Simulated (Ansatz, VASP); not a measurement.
# Cross-check of Mg4Si13O30 (glassy 76SiO2-24MgO (mol %)) between VASP and Ansatz, part 2 of 2

Aim: how closely do two programs agree when they are given the same cell, functional and k mesh? Of the first pair: The structure shown is the start of the Ansatz relaxation below; VASP solves that cell, so the two are compared at the walk's first step.

VASP 6.6.1 and Ansatz 0.2.0.

So far. Step 3 (VASP: single point, revPBE, start cell, pair 1): The run ends at a pressure of 5.61 GPa, with forces up to 6.0 eV/Å.

## (5) Ansatz: relaxation, revPBE

Level of this step: Ansatz beside VASP: Kohn-Sham DFT, plane waves, revPBE (Ansatz).

This run makes the geometry at which the two programs are then compared. The cell compared in this pair holds 1309.08 Å³, against 1257.21 Å³ for the pair before.

The structure compared here is the end of the Ansatz relaxation.

The input, input.yaml:

```yaml
crystal:
  lattice:
    - [10.79285, 0.0, 0.0]
    - [0.0, 10.79285, 0.0]
    - [0.0, 0.0, 10.79285]
  atoms:
    - { symbol: Si, position: [0.38818, 0.31951, 0.76094] }
    - { symbol: Si, position: [0.1954, 0.4556, 0.92068] }
    - { symbol: Si, position: [0.16508, 0.11978, 0.77826] }
    - { symbol: Si, position: [0.11286, 0.99338, 0.29121] }
    - { symbol: Si, position: [0.04081, 0.45458, 0.66265] }
    - { symbol: Si, position: [0.87591, 0.18505, 0.83848] }
    - { symbol: Si, position: [0.73254, 0.96965, 0.7749] }
    - { symbol: Si, position: [0.7998, 0.25078, 0.22729] }
    - { symbol: Si, position: [0.06751, 0.34681, 0.16907] }
    - { symbol: Si, position: [0.68176, 0.32538, 0.47582] }
    - { symbol: Si, position: [0.66968, 0.35156, 0.75813] }
    - { symbol: Si, position: [0.30771, 0.28256, 0.31369] }
    - { symbol: Si, position: [0.69582, 0.98962, 0.30051] }
    - { symbol: Si, position: [0.53881, 0.33655, 0.1247] }
    - { symbol: Si, position: [0.1543, 0.85027, 0.65932] }
    - { symbol: Si, position: [0.30063, 0.47794, 0.53017] }
    - { symbol: Si, position: [0.01616, 0.61534, 0.28943] }
    - { symbol: Si, position: [0.22553, 0.98034, 0.03182] }
    - { symbol: Si, position: [0.60533, 0.6399, 0.80494] }
    - { symbol: Si, position: [0.85542, 0.76728, 0.89316] }
    - { symbol: Si, position: [0.53335, 0.62906, 0.07706] }
    - { symbol: Si, position: [0.77949, 0.74884, 0.16206] }
    - { symbol: Si, position: [0.93467, 0.68629, 0.55974] }
    - { symbol: Si, position: [0.13882, 0.72586, 0.90858] }
    - { symbol: Si, position: [0.70503, 0.84993, 0.52028] }
    - { symbol: Si, position: [0.47477, 0.09479, 0.43222] }
    - { symbol: Mg, position: [0.25391, 0.73533, 0.40525] }
    - { symbol: Mg, position: [0.88918, 0.00143, 0.10552] }
    - { symbol: Mg, position: [0.44431, 0.83688, 0.60087] }
    - { symbol: Mg, position: [0.54142, 0.60036, 0.45466] }
[... 58 atom lines left out ...]
    - { symbol: O, position: [0.70746, 0.33384, 0.61372] }
    - { symbol: O, position: [0.93775, 0.27089, 0.1808] }
    - { symbol: O, position: [0.15217, 0.99572, 0.69388] }
    - { symbol: O, position: [0.02003, 0.1775, 0.79412] }
    - { symbol: O, position: [0.14884, 0.67604, 0.25794] }
    - { symbol: O, position: [0.54571, 0.69202, 0.68663] }
kpoints:
  mp_grid: { grid: [1, 1, 1] }
hamiltonian:
  xc: revpbe
scf:
  occupations: { method: fixed }
output:
  forces: true
relax:
  f_tol: 0.05
  max_steps: 150
  cell: {}
```

On the command line:

```console
ansatz run input.yaml --threads 4 --pin off --max-ram 8192MiB --backend cpu --events-out ev --progress --plain --runs-dir out
```

Numbers of over 12 decimals in the logs are rounded to 6 here.

What it wrote:

```text
[...]
Crystal: 94 atoms, lattice volume = 1257.212 Å³
Basis set: ecut = 420 eV, 24573 PW (Γ), exchange–correlation on 150×150×150 points (8 copies of the dense FFT grid, shifted against one another)
Bands: 366, of which v1, the nominal top of the filled ones, is band 272 counted from 1 (271 counted from 0)
Symmetry: 1 space group operations
[...]
k-points: 1
[...]
- { symbol: O, position: [0.395304, 0.984657, 0.059873] }
    - { symbol: O, position: [0.226740, 0.054829, 0.906014] }
    - { symbol: O, position: [0.277873, 0.817436, 0.553034] }
    - { symbol: O, position: [0.356586, 0.176248, 0.326244] }
    - { symbol: O, position: [0.580760, 0.228433, 0.430465] }
    - { symbol: O, position: [0.521730, 0.486880, 0.088473] }
[...]
- { symbol: O, position: [0.151951, 0.985214, 0.693229] }
    - { symbol: O, position: [0.020390, 0.171210, 0.808556] }
    - { symbol: O, position: [0.168497, 0.651876, 0.262466] }
    - { symbol: O, position: [0.577905, 0.663005, 0.700202] }
[key lines of the parts left out:]
P = ⅓ Tr σ = 0.0039 GPa (0.039 kbar)
```

## (6) VASP: single point, revPBE, relaxed cell, pair 2

The same cell, functional and mesh now go to VASP, with its own data sets.

The input, INCAR:

```
SYSTEM = Mg4Si13O30
PREC = Accurate
ENCUT = 600
EDIFF = 1E-06
NELM = 120
ISMEAR = 0
SIGMA = 0.01
LREAL = Auto
ALGO = Normal
GGA = RE
NBANDS = 312
LORBIT = 11
LWAVE = .FALSE.
LCHARG = .FALSE.
ISIF = 2
LASPH = .TRUE.
GGA_COMPAT = .FALSE.
EFERMI = MIDGAP
NCORE = 2
```

The input, POSCAR:

```
Mg4Si13O30
1.0
   10.2748990000      0.2690960000      0.0427810000
    0.2690960000     11.1868170000     -0.3945950000
    0.0427810000     -0.3945950000     11.4102590000
Si Mg O
26 8 60
Direct
    0.3600800000      0.3063900000      0.7584600000
    0.1512100000      0.4631000000      0.9130900000
    0.1619000000      0.1030700000      0.7853100000
    0.1239900000      0.9912900000      0.2669800000
    0.0331100000      0.4602700000      0.6640400000
    0.8677800000      0.1439000000      0.8463600000
    0.6983500000      0.9620400000      0.7648500000
    0.7974900000      0.2558200000      0.2568000000
    0.0504600000      0.3680400000      0.1625000000
    0.6813400000      0.3255400000      0.4908200000
    0.6538500000      0.3177400000      0.7644600000
    0.3046300000      0.3127800000      0.3063900000
    0.7100600000      0.9914900000      0.2982000000
    0.5306900000      0.3591000000      0.1503400000
    0.1731400000      0.8409800000      0.6603500000
    0.2961100000      0.4585000000      0.5459000000
    0.0193400000      0.6205700000      0.2914000000
    0.2432100000      0.9847600000      0.0252900000
    0.6255600000      0.6042100000      0.8164500000
    0.8491500000      0.7500600000      0.8910200000
    0.5411800000      0.6285000000      0.0743800000
    0.7908900000      0.7517800000      0.1536200000
    0.9478000000      0.6835200000      0.5592000000
    0.1562800000      0.7372600000      0.8928100000
    0.6966700000      0.8465900000      0.5072900000
    0.4745200000      0.1255000000      0.4079000000
    0.2446900000      0.6872300000      0.4290300000
    0.9360400000      0.0380800000      0.1112800000
    0.4452100000      0.8998700000      0.5664000000
    0.5579800000      0.6090600000      0.5354200000
[... 58 atom lines left out ...]
    0.7011000000      0.2881900000      0.6265700000
    0.9341500000      0.2691300000      0.1791000000
    0.1519500000      0.9852100000      0.6932300000
    0.0203900000      0.1712100000      0.8085600000
    0.1685000000      0.6518800000      0.2624700000
    0.5779100000      0.6630000000      0.7002000000
```

The input, KPOINTS:

```
Automatic mesh
0
Gamma
1 1 1
0 0 0
```

The projector-augmented-wave data sets are Si, Mg and O (PBE family, release 64).

On the command line:

```console
mpirun -np 8 vasp_gam
```

What it wrote:

```text
[banner, memory and clock lines left out]
running    8 mpi-ranks, on    1 nodes
[...]
[... a notice as in an earlier step ...]

 LDA part: xc-table for (Slater+PW92), standard interpolation
 POSCAR, INCAR and KPOINTS ok, starting setup
[...]
entering main loop
       N       E                     dE             d eps       ncg     rms          rms(c)
DAV:   1     0.464371617945E+04    0.46437E+04   -0.30039E+05   632   0.167E+03
DAV:   2    -0.345797763611E+03   -0.49895E+04   -0.48124E+04   776   0.377E+02
DAV:   3    -0.768447237940E+03   -0.42265E+03   -0.41973E+03   752   0.116E+02
DAV:   4    -0.776950779599E+03   -0.85035E+01   -0.84691E+01   736   0.178E+01
[...]
DAV:  18    -0.677133517717E+03    0.17568E-05   -0.26923E-05   736   0.132E-02    0.775E-03
DAV:  19    -0.677133519386E+03   -0.16687E-05   -0.51160E-06   696   0.724E-03    0.422E-03
DAV:  20    -0.677133520252E+03   -0.86651E-06   -0.26875E-06   528   0.492E-03
   1 F= -.67713352E+03 E0= -.67713352E+03  d E =0.000000E+00
```

Parts of OUTCAR (step 6):

```text
  Total       -3.7519930     -3.7986494     -3.6956824      0.0352639     -0.2247174     -0.0971350
  in kB       -4.5920533     -4.6491560     -4.5231350      0.0431593     -0.2750310     -0.1188833
  external PRESSURE =      -4.5881147 kB  Pullay stress =       0.0000000 kB

 POSITION                                       TOTAL-FORCE (eV/Angst)
 -----------------------------------------------------------------------------------
      3.81468      3.22514      8.54873         0.015345     -0.018964     -0.004117
      1.71735      4.86100     10.24233        -0.005412     -0.013696      0.060240
      1.72484      0.88671      8.92685         0.032797      0.007582     -0.031423
      1.55216     11.01740      2.66046         0.059033      0.019211     -0.009801
      0.49247      4.89584      7.39666        -0.031454      0.046794      0.053261
      8.99128      1.50933      9.63753         0.020580      0.056259     -0.035813
      7.46708     10.64828      8.37740         0.006298     -0.046014     -0.050904
[...]
2.73560      8.35153      1.43001         0.026315      0.019030      0.021004
      4.83106     10.14170      1.99327        -0.019900     -0.003774     -0.013282
      6.03462      8.73218      4.98480        -0.047359     -0.032723      0.005195
      5.67449      0.30541      3.48716        -0.019961      0.004499      0.013708
      4.32920     11.09796      0.31150         0.055685     -0.000817      0.025458
      2.38325      0.31688     10.32587        -0.027354     -0.014167     -0.008952
[...]
-----------------------------------------------------------------------------------
    total drift:                               -0.009564      0.030441      0.003563

  FREE ENERGIE OF THE ION-ELECTRON SYSTEM (eV)
  ---------------------------------------------------
  free  energy   TOTEN  =      -677.1335202520 eV

  energy  without entropy=     -677.1335202520  energy(sigma->0) =     -677.13352025

[... 1 part as in an earlier step ...]

[... 2 further parts left out ...]
[key lines of the parts left out:]
E-fermi :   3.4818
```

The run ends at a pressure of -0.46 GPa, with forces up to 0.088 eV/Å.

## (7) Side by side

What differs besides the data sets and the points named for the pairs above, as far as they apply: the data sets hold 544 valence electrons in Ansatz (on its default PAW (the set named soft_2) files) and 480 in VASP; the cutoff is 420 eV in Ansatz and 600 eV in VASP (PREC = Accurate, projectors in real space). Total energies have different zeros and are not compared.

The two programs side by side:

```
              quantity  Ansatz   VASP  difference
        pressure (GPa)    0.00  -0.46       +0.46
gap on the k mesh (eV)   3.679  3.672      +0.008
```

Forces on 7 of the 94 atoms, those with the largest forces and the largest differences (eV/Å; atoms numbered as in POSCAR):

```
atom          Ansatz x, y, z            VASP x, y, z
 Si5     0.002, 0.004, 0.000    -0.031, 0.047, 0.053
Si10    -0.001, 0.001, 0.002    0.027, -0.069, 0.001
Si14  -0.011, -0.004, -0.002     0.023, 0.074, 0.025
 O64    -0.001, 0.000, 0.004    -0.029, 0.082, 0.010
 O66    0.000, -0.001, 0.000    -0.043, 0.034, 0.051
 O77    0.001, -0.001, 0.000  -0.007, -0.070, -0.045
 O94    0.003, -0.003, 0.003   -0.012, 0.009, -0.073
```

The forces differ by 26 meV/Å r.m.s., where the r.m.s. force is 0.004 eV/Å in Ansatz and 0.026 eV/Å in VASP: the atoms lie near their places of rest in Ansatz, so a percentage would say little (all taken over all components). A gap on the mesh is an upper bound, since the band edges may lie between its points.

## (8) Results

- r.m.s. force difference (single point, revPBE, start cell, pair 1): 2.1 % of the r.m.s. force
- r.m.s. force difference (single point, revPBE, relaxed cell, pair 2): 26 meV/Å

The r.m.s. force difference is 26 meV/Å (single point, revPBE, relaxed cell, pair 2), beyond the 12 meV/Å picked in this series as the mark of a large difference. The data sets hold unlike numbers of valence electrons (544 in Ansatz and 480 in VASP), so part of the differences comes from the potentials. What causes the difference of the single point, revPBE, relaxed cell, pair 2 pair stays open here. Such differences can come from data sets, numerical settings and the points named under the comparisons, not from the functional's error against experiment.

[Lines on the potential files, build, host, timing and source positions are cut from VASP's logs without a mark.]

[Logs are printed without paths, hosts, clocks, repeated set-up lines and the standing remarks that a program may print on its own settings, such as how far it seeks lower states.]

[Hosts, paths, dates, database ids (printed as entryN), source tags and the programs' standing remarks are cut or masked in the printed files.]
